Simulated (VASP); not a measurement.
Consider the following.

```xyz
1
Lattice="-1.5734 1.5734 1.5734 1.5734 -1.5734 1.5734 1.5734 1.5734 -1.5734" Properties=species:S:1:pos:R:3 pbc="T T T"
Mo     0.0000     0.0000     0.0000
```

These are r2SCAN+rVV10 with spin-orbit coupling, VASP's PBE PAW potentials (set 64) (plane waves; VASP 6.6.1) values and carry that method's errors. Numerical set-up: 400 eV cut-off, 15×15×15 Γ-centred mesh, Gaussian smearing of 0.050 eV, potentials Mo_sv.

Give the energies of bands 9 to 20 at the high-symmetry points, in eV from the Fermi level.

| band | Γ | H | N | P |
|---|---|---|---|---|
| 9 | -7.65 | -5.64 | -5.58 | -2.87 |
| 10 | -7.65 | -5.64 | -5.58 | -2.87 |
| 11 | -1.43 | -5.64 | -3.56 | -2.72 |
| 12 | -1.43 | -5.64 | -3.56 | -2.72 |
| 13 | -1.43 | 4.15 | 1.62 | -2.72 |
| 14 | -1.43 | 4.15 | 1.62 | -2.72 |
| 15 | -1.29 | 4.15 | 1.94 | 2.79 |
| 16 | -1.29 | 4.15 | 1.94 | 2.79 |
| 17 | 1.97 | 4.35 | 2.65 | 2.79 |
| 18 | 1.97 | 4.35 | 2.65 | 2.79 |
| 19 | 1.97 | 9.05 | 5.01 | 10.34 |
| 20 | 1.97 | 9.05 | 5.01 | 10.34 |

It has no gap at this level: it comes out as a metal or semimetal.

The structure comes from a measured Mo entry (Im-3m) of the Crystallography Open Database, whose conditions weren't checked. It was relaxed first.
